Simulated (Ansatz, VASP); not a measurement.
# Si17N20O4 (amorphous SiO0.24N1.18): VASP beside Ansatz, part 3 of 3

One calculation is typed for both programs; each brings its own data sets. How far apart do they land? Of the first pair: The structure shown is the start of the Ansatz relaxation below; VASP solves that cell, so the two are compared at the walk's first step.

VASP 6.6.1 and Ansatz 0.2.0.

So far. Step 3 (VASP: single point, PBE, start cell, pair 1): The run ends at a pressure of -0.30 GPa, with forces up to 3.0 eV/Å.

## (6) VASP: single point, PBE, relaxed cell, pair 2

Level of this step: PBE; plane waves and PAW (Si, N, O) (VASP).

The same cell, functional, mesh and smearing now go to VASP, with its own data sets.

Contents of INCAR:

```
SYSTEM = Si17N20O4
PREC = Accurate
ENCUT = 600
EDIFF = 1E-06
NELM = 120
ISMEAR = -1
SIGMA = 0.025
LREAL = Auto
ALGO = Normal
GGA = PE
NBANDS = 256
LORBIT = 11
LWAVE = .FALSE.
LCHARG = .FALSE.
ISIF = 2
LASPH = .TRUE.
GGA_COMPAT = .FALSE.
EFERMI = MIDGAP
NCORE = 2
```

Contents of POSCAR:

```
Si17N20O4
1.0
   10.0596390000      0.1882630000      0.3781950000
    0.1882630000      9.9839020000     -0.0788260000
    0.3781950000     -0.0788260000      9.4960240000
Si N O
34 40 8
Direct
    0.2244300000      0.8609800000      0.8422600000
    0.9920200000      0.9351700000      0.3605400000
    0.4935900000      0.2811500000      0.5139500000
    0.0308000000      0.2117300000      0.8150600000
    0.4623300000      0.6107200000      0.4328200000
    0.0435200000      0.7737800000      0.0913200000
    0.2965800000      0.6980800000      0.2719800000
    0.5648900000      0.8534700000      0.2417900000
    0.7458100000      0.1695600000      0.3430300000
    0.8227000000      0.3714100000      0.7615700000
    0.3548300000      0.3920700000      0.3298800000
    0.4800000000      0.6792600000      0.8710500000
    0.2729700000      0.6881300000      0.5878600000
    0.6095200000      0.1777300000      0.7902000000
    0.2708800000      0.6036300000      0.9849100000
    0.7626900000      0.5976800000      0.1717400000
    0.0847600000      0.3100200000      0.2098100000
    0.9217500000      0.8567100000      0.8419300000
    0.5086700000      0.4586200000      0.1187600000
    0.8511600000      0.4741500000      0.4497600000
    0.7349200000      0.6561800000      0.6902000000
    0.7942900000      0.3210400000      0.0442300000
    0.8901600000      0.0448300000      0.0718200000
    0.9977200000      0.4892000000      0.0270400000
    0.0934100000      0.5260800000      0.4234000000
    0.4652000000      0.1405100000      0.2431200000
    0.9408900000      0.1990800000      0.5096800000
    0.7857900000      0.9556900000      0.6075000000
    0.2212900000      0.1522100000      0.4267900000
    0.7717800000      0.7648400000      0.4001800000
    0.2040900000      0.0587700000      0.1153700000
    0.0948500000      0.9366400000      0.5800000000
    0.6939700000      0.8097600000      0.9765100000
    0.4608600000      0.9812200000      0.9759100000
    0.4847800000      0.4431900000      0.4589300000
    0.5433700000      0.8359200000      0.9054200000
    0.7055400000      0.2926600000      0.8767900000
    0.3156600000      0.7086300000      0.8443000000
    0.9418500000      0.3901900000      0.1648400000
    0.0670100000      0.8157600000      0.9126000000
    0.6935800000      0.8933700000      0.3309200000
    0.8104700000      0.5044200000      0.6393400000
    0.5755400000      0.1692800000      0.3820600000
    0.0259500000      0.9528100000      0.1695700000
    0.4297300000      0.7855600000      0.3328100000
    0.8611300000      0.0510000000      0.4442800000
    0.1305700000      0.4691800000      0.5996700000
    0.7572800000      0.5951100000      0.3565200000
    0.6858200000      0.4547800000      0.1128400000
    0.4434700000      0.3070900000      0.1814600000
    0.9431800000      0.9151400000      0.6761500000
    0.9255500000      0.6442800000      0.0890700000
    0.4054400000      0.5525900000      0.2582600000
    0.1806200000      0.4215900000      0.2974100000
    0.6511600000      0.7231900000      0.1222700000
    0.9261600000      0.3870700000      0.9042300000
    0.8194300000      0.3025500000      0.4320500000
    0.1981500000      0.5364200000      0.6751600000
    0.6859100000      0.0473900000      0.7079400000
    0.4367700000      0.5473600000      0.9851200000
    0.8173500000      0.9195500000      0.9834100000
    0.1322400000      0.1048400000      0.5848500000
    0.2197300000      0.8485700000      0.6557600000
    0.7441200000      0.7849500000      0.5780500000
    0.2929300000      0.0763200000      0.2726600000
    0.1912200000      0.6723100000      0.4236500000
    0.2878700000      0.9625400000      0.9771800000
    0.1460200000      0.2090200000      0.0773900000
    0.2025000000      0.7100600000      0.1279300000
    0.1668400000      0.1271800000      0.7315900000
    0.7918400000      0.1676300000      0.1586200000
    0.5225000000      0.9960100000      0.1412200000
    0.9270700000      0.2497100000      0.6791800000
    0.3324200000      0.2646300000      0.4627800000
    0.7998400000      0.7252100000      0.8380300000
    0.9566500000      0.1113300000      0.9293200000
    0.1549900000      0.4967600000      0.9715200000
    0.5322100000      0.2688600000      0.6738700000
    0.5853900000      0.6158900000      0.7475900000
    0.0659700000      0.2063700000      0.3682400000
    0.4922400000      0.1231900000      0.9029700000
    0.9370600000      0.7827200000      0.3610200000
```

Contents of KPOINTS:

```
Automatic mesh
0
Gamma
1 1 1
0 0 0
```

PAW data sets: Si, N and O (PBE family, release 64).

On the command line:

```
> mpirun -np 8 vasp_gam
```

Numbers of over 12 decimals in the logs are rounded to 6 here.

The log of the run:

```text
[... set-up lines as in an earlier step ...]
 entering main loop
       N       E                     dE             d eps       ncg     rms          rms(c)
DAV:   1     0.329875168209E+04    0.32988E+04   -0.23383E+05   512   0.164E+03
DAV:   2    -0.396886980409E+03   -0.36956E+04   -0.35048E+04   664   0.375E+02
DAV:   3    -0.713328642732E+03   -0.31644E+03   -0.31288E+03   616   0.118E+02
DAV:   4    -0.721762633978E+03   -0.84340E+01   -0.83903E+01   640   0.194E+01
[...]
DAV:  16    -0.628845814444E+03   -0.96713E-05   -0.27565E-05   640   0.142E-02    0.115E-02
DAV:  17    -0.628845820357E+03   -0.59127E-05   -0.14496E-05   552   0.902E-03    0.560E-03
DAV:  18    -0.628845821055E+03   -0.69820E-06   -0.11728E-06   424   0.293E-03
   1 F= -.62884582E+03 E0= -.62884582E+03  d E =-.370955E-06
```

Parts of OUTCAR (step 6):

```text
  Total       -1.2843473     -1.4466056     -1.4443069      0.2241148     -0.0668278      0.0148528
  in kB       -2.1617549     -2.4348607     -2.4309917      0.3772198     -0.1124815      0.0249995
  external PRESSURE =      -2.3425358 kB  Pullay stress =       0.0000000 kB

 POSITION                                       TOTAL-FORCE (eV/Angst)
 -----------------------------------------------------------------------------------
      2.73831      8.57180      8.01513        -0.001353     -0.009462      0.005370
     10.29178      9.49499      3.72516         0.032100      0.063837      0.017435
      5.21264      2.85939      5.04499        -0.033127      0.023487     -0.048009
      0.65795      2.05544      7.73479        -0.001658      0.005007     -0.013807
      4.92954      6.15029      4.23678         0.000291      0.000618      0.010589
      0.61801      7.72634      0.82264         0.002737     -0.013910     -0.007704
      3.21777      7.00396      2.63987        -0.007280     -0.016673     -0.000658
      5.93471      8.60825      2.44241        -0.020273      0.002255     -0.017707
      7.66423      1.80624      3.52612        -0.005179      0.003572     -0.007381
      8.63401      3.80297      7.51375         0.017832      0.001366     -0.015351
      3.76803      3.95519      3.23584         0.003393      0.001076     -0.011765
      5.28593      6.80337      8.39950        -0.048092      0.009710      0.033288
[...]
6.46386      1.82690      7.72027         0.026885      0.021881      0.010266
[...]
-----------------------------------------------------------------------------------
    total drift:                               -0.039653     -0.015493     -0.004933

  FREE ENERGIE OF THE ION-ELECTRON SYSTEM (eV)
  ---------------------------------------------------
  free  energy   TOTEN  =      -628.8458210554 eV

  energy  without entropy=     -628.8458206844  energy(sigma->0) =     -628.84582087

[... 1 part as in an earlier step ...]

[... 2 further parts left out ...]
[key lines of the parts left out:]
E-fermi :   6.8302
```

The run ends at a pressure of -0.23 GPa, with forces up to 0.23 eV/Å.

## (7) Comparison

What differs besides the data sets and the points named for the pairs above, as far as they apply: the cutoff is 420 eV in Ansatz and 600 eV in VASP (PREC = Accurate, projectors in real space). Total energies have different zeros and are not compared.

Both answers:

```csv
quantity,Ansatz,VASP,difference
pressure (GPa),-0.01,-0.23,+0.23
gap on the k mesh (eV),0.773,0.765,+0.009
```

Forces on 7 of the 82 atoms, those with the largest forces and the largest differences (eV/Å; atoms numbered as in POSCAR):

```csv
atom,"Ansatz x, y, z","VASP x, y, z"
Si2,"-0.004, -0.004, 0.011","0.032, 0.064, 0.017"
Si3,"-0.003, -0.005, 0.008","-0.033, 0.023, -0.048"
Si12,"0.001, 0.009, 0.005","-0.048, 0.010, 0.033"
Si21,"-0.006, 0.005, 0.001","0.037, -0.012, -0.049"
Si34,"-0.002, 0.000, -0.004","-0.028, -0.048, 0.024"
N47,"-0.006, -0.004, 0.004","-0.143, -0.121, -0.137"
N58,"-0.002, -0.001, -0.008","0.132, 0.120, 0.132"
```

The forces differ by 26 meV/Å r.m.s., where the r.m.s. force is 0.006 eV/Å in Ansatz and 0.026 eV/Å in VASP: the atoms lie near their places of rest in Ansatz, so a percentage would say little (all taken over all components). A gap on the mesh is an upper bound, since the band edges may lie between its points.

## (8) Outcome

| Property | Result |
| --- | --- |
| r.m.s. force difference (single point, PBE, start cell, pair 1) | 5.5 % of the r.m.s. force |
| r.m.s. force difference (single point, PBE, relaxed cell, pair 2) | 26 meV/Å |

What this shows: The r.m.s. force difference is 26 meV/Å (single point, PBE, relaxed cell, pair 2), beyond the 12 meV/Å picked in this series as the mark of a large difference. What causes the difference of the single point, PBE, start cell, pair 1 pair stays open here. What causes the difference of the single point, PBE, relaxed cell, pair 2 pair stays open here. Such differences can come from data sets, numerical settings and the points named under the comparisons, not from the functional's error against experiment.

[Lines on the potential files, build, host, timing and source positions are cut from VASP's logs without a mark.]

[Logs are printed without paths, hosts, clocks, repeated set-up lines and the standing remarks that a program may print on its own settings, such as how far it seeks lower states.]

[Hosts, paths, dates, database ids (printed as entryN), source tags and the programs' standing remarks are cut or masked in the printed files.]
